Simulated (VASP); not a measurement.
An input for Quantum ESPRESSO's pw.x (written as the equivalent of a VASP run, and not itself run):

```
&CONTROL
  calculation = 'vc-relax'
  pseudo_dir = './pseudo'
  outdir = './out'
  tprnfor = .true.
  tstress = .true.
  nstep = 60
  forc_conv_thr = 0.00039
/
&SYSTEM
  ibrav = 0
  nat = 2
  ntyp = 2
  ecutwfc = 98
  occupations = 'smearing'
  smearing = 'gaussian'
  degauss = 0.003675
  input_dft = 'pbe'
  vdw_corr = 'grimme-d3'
  dftd3_version = 4
  dftd3_threebody = .false.
  nspin = 2
  starting_magnetization(2) = 0.2
/
&ELECTRONS
  conv_thr = 7.3e-08
  electron_maxstep = 100
/
&IONS
/
&CELL
/
ATOMIC_SPECIES
  O 15.999 O.upf
  Ni 58.693 Ni.upf
CELL_PARAMETERS angstrom
     0.0000000    2.0893050    2.0893050
     2.0893050    0.0000000    2.0893050
     2.0893050    2.0893050    0.0000000
ATOMIC_POSITIONS crystal
  O    0.5000000  0.5000000  0.5000000
  Ni   0.0000000  0.0000000  0.0000000
K_POINTS automatic
  10 10 10 0 0 0
```

Problem. Write the VASP files for the same calculation (PBE-D3(BJ)).

Solution. Several could match; the one computed here: 
**INCAR**
```
# general
SYSTEM  = NiO
PREC    = Accurate
ENCUT   = 520
LREAL   = F
LASPH   = T

# electronic loop
EDIFF   = 1E-6
NELM    = 100
ALGO    = Normal
LMAXMIX = 4

# smearing
ISMEAR  = 0
SIGMA   = 0.05

# functional
GGA     = PE
IVDW    = 12

# spin
ISPIN   = 2
MAGMOM  = 0.0 2.0

# ions
IBRION  = 2
NSW     = 60
ISIF    = 3
EDIFFG  = -0.01

# output
LWAVE   = F
LCHARG  = F
LORBIT  = 10
```

KPOINTS:
```
Automatic mesh
0
Gamma
  10 10 10
0 0 0
```

### POSCAR
```
NiO
1
    0.0000000000     2.0893050000     2.0893050000
    2.0893050000     0.0000000000     2.0893050000
    2.0893050000     2.0893050000     0.0000000000
O Ni
1 1
Direct
  0.5000000000   0.5000000000   0.5000000000
  0.0000000000   0.0000000000   0.0000000000
```

POTCAR, in this order: O Ni (PBE.64 set). Program: vasp_std.

The two are equivalent in intent, not identical: the potentials are each code's own (VASP's PAW set, PseudoDojo norm-conserving files in pw.x), so ENCUT and ecutwfc are chosen apart and not converted; conv_thr bounds pw.x's estimated SCF error, while EDIFF bounds the energy change between steps; starting_magnetization is a fraction of the valence charge and MAGMOM a moment in μB, so they match only roughly; forc_conv_thr acts on force components and is met together with etot_conv_thr.

The structure comes from a measured NiO entry (Fm-3m) of the Crystallography Open Database, whose conditions weren't checked. This run relaxes it. Symmetry was kept, so distortions that lower it aren't found.
